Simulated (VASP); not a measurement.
Here is a VASP 6.6.1 calculation.

File INCAR:

```
ALGO = Normal ; EDIFF = 1E-6
ENCUT = 520 ; GGA = PS
ISIF = 2 ; ISMEAR = -1
ISPIN = 2 ; LASPH = True
LCHARG = False ; LDAU = True
LDAUJ = 0 0 ; LDAUL = -1 2
LDAUPRINT = 1 ; LDAUTYPE = 2
LDAUU = 0 5 ; LMAXMIX = 4
LORBIT = 11 ; LREAL = False
LWAVE = False ; MAGMOM = 0 0 0.82 -0.14
NBANDS = 31 ; NELM = 150
PREC = Accurate ; SIGMA = 0.05
```

The input KPOINTS:

```
k-points
0
Gamma
  4 4 6
```

Contents of POSCAR:

```
KNi
1.0
    3.6604778900      3.6604778900      0.0000000000
   -3.6604778900      3.6604778900      0.0000000000
    0.0000000000      0.0000000000      3.4788877700
K Ni
2 2
Direct
    0.0000000000      0.0000000000      0.0000000000
    0.5000000000      0.5000000000      0.0000000000
    0.5000000000      0.0000000000      0.5000000000
    0.0000000000      0.5000000000      0.5000000000
```

Potentials or basis: VASP PAW PBE potentials, release 64 (K_sv, Ni).

Launch:

```sh
$ cat potpaw_PBE.64/K_sv/POTCAR potpaw_PBE.64/Ni/POTCAR > POTCAR
$ mpirun -np 1 vasp_std > vasp.out
```

(1) What does it give for the net moment?

(2) Estimate the band gap on the k mesh.

(3) Predict the site moments.

Results:

(1) 0.00 μB per cell.

(2) none (metal or under the smearing width).

(3) K +0.00; Ni +0.99, -0.99 μB.

Caveat: the U is typed as a test and isn't derived for this compound.
